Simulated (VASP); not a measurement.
An input for Quantum ESPRESSO's pw.x (written as the equivalent of a VASP run, and not itself run):

```
&CONTROL
  calculation = 'vc-relax'
  pseudo_dir = './pseudo'
  outdir = './out'
  tprnfor = .true.
  tstress = .true.
  nstep = 60
  forc_conv_thr = 0.00078
/
&SYSTEM
  ibrav = 0
  nat = 4
  ntyp = 3
  ecutwfc = 80
  occupations = 'smearing'
  smearing = 'gaussian'
  degauss = 0.003675
  input_dft = 'pbesol'
/
&ELECTRONS
  conv_thr = 7.3e-08
  electron_maxstep = 100
/
&IONS
/
&CELL
/
ATOMIC_SPECIES
  Al 26.982 Al.upf
  In 114.818 In.upf
  Sb 121.760 Sb.upf
CELL_PARAMETERS angstrom
     2.2501772    1.2991406    7.2870273
    -2.2501772    1.2991406    7.2870273
    -0.0000000   -2.5982813    7.2870273
ATOMIC_POSITIONS crystal
  Al   0.0005391  0.0005391  0.0005391
  In   0.4996430  0.4996430  0.4996430
  Sb   0.8791629  0.8791629  0.8791629
  Sb   0.3706480  0.3706480  0.3706480
K_POINTS automatic
  5 5 5 0 0 0
```

### Question
Translate this input to VASP (INCAR, KPOINTS, POSCAR, choice of POTCAR).

### Answer
Several could match; the one computed here: 
INCAR:
```
ALGO=Normal
EDIFF=1E-6
EDIFFG=-0.02
ENCUT=400
GGA=PS
IBRION=2
ISIF=3
ISMEAR=0
LASPH=.True.
LCHARG=.False.
LMAXMIX=4
LREAL=.False.
LWAVE=.False.
NELM=100
NSW=60
PREC=Accurate
SIGMA=0.05
SYSTEM=AlInSb2
```

### KPOINTS
```
kpoints
0
G
 5 5 5
```

**POSCAR**
```
AlInSb2
1
    2.2501772287     1.2991406443     7.2870272859
   -2.2501772287     1.2991406443     7.2870272859
   -0.0000000000    -2.5982812885     7.2870272859
Al In Sb
1 1 2
Direct
  0.0005391011   0.0005391011   0.0005391011
  0.4996429994   0.4996429994   0.4996429994
  0.8791628581   0.8791628581   0.8791628581
  0.3706480413   0.3706480413   0.3706480413
```

POTCAR, in this order: Al In_d Sb (PBE.64 set). Program: vasp_std.

The two are equivalent in intent, not identical: the potentials are each code's own (VASP's PAW set, PseudoDojo norm-conserving files in pw.x), so ENCUT and ecutwfc are chosen apart and not converted; conv_thr bounds pw.x's estimated SCF error, while EDIFF bounds the energy change between steps; forc_conv_thr acts on force components and is met together with etot_conv_thr.

The structure comes from a computed database's AlInSb2 entry (R3m); how it stands against other phases isn't given here. This run relaxes it. Symmetry was kept, so distortions that lower it aren't found. The start is the result of an earlier pass.
